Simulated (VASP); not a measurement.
The input files of a VASP run:

**KPOINTS**
```
Regular mesh
0
Gamma
10 10 6
0 0 0
```

INCAR:
```
SYSTEM = AlN
PREC = Accurate
ENCUT = 600
EDIFF = 1E-7
NELM = 100
ALGO = Normal
LREAL = .FALSE.
LASPH = .TRUE.
ISMEAR = 0
SIGMA = 0.05
GGA = PE
LWAVE = .FALSE.
LCHARG = .FALSE.
ISIF = 2
```

**POSCAR**
```
AlN
1
    1.5647520561    -2.7102300566     0.0000000000
    1.5647520561     2.7102300566    -0.0000000000
    0.0000000000     0.0000000000     5.0149330207
Al N
2 2
Direct
  0.6666670000   0.3333330000   0.5001241754
  0.3333330000   0.6666670000   0.0001241754
  0.6666670000   0.3333330000   0.8818758246
  0.3333330000   0.6666670000   0.3818758246
```

POTCAR, in this order: Al N (PBE.64 set). Program: vasp_std.

**Question.** Write an equivalent input for Quantum ESPRESSO's pw.x.

**Answer.** One equivalent input (not run):
```
&CONTROL
  calculation = 'scf'
  pseudo_dir = './pseudo'
  outdir = './out'
  tprnfor = .true.
  tstress = .true.
/
&SYSTEM
  ibrav = 0
  nat = 4
  ntyp = 2
  ecutwfc = 84
  occupations = 'smearing'
  smearing = 'gaussian'
  degauss = 0.003675
  input_dft = 'pbe'
/
&ELECTRONS
  conv_thr = 7.3e-09
  electron_maxstep = 100
/
ATOMIC_SPECIES
  Al 26.982 Al.upf
  N 14.007 N.upf
CELL_PARAMETERS angstrom
     1.5647521   -2.7102301    0.0000000
     1.5647521    2.7102301   -0.0000000
     0.0000000    0.0000000    5.0149330
ATOMIC_POSITIONS crystal
  Al   0.6666670  0.3333330  0.5001242
  Al   0.3333330  0.6666670  0.0001242
  N    0.6666670  0.3333330  0.8818758
  N    0.3333330  0.6666670  0.3818758
K_POINTS automatic
  10 10 6 0 0 0
```
What does not carry over: the potentials are each code's own (VASP's PAW set, PseudoDojo norm-conserving files in pw.x), so ENCUT and ecutwfc are chosen apart and not converted; conv_thr bounds pw.x's estimated SCF error, while EDIFF bounds the energy change between steps.

The compound is AlN in the wurtzite structure. It was relaxed first.
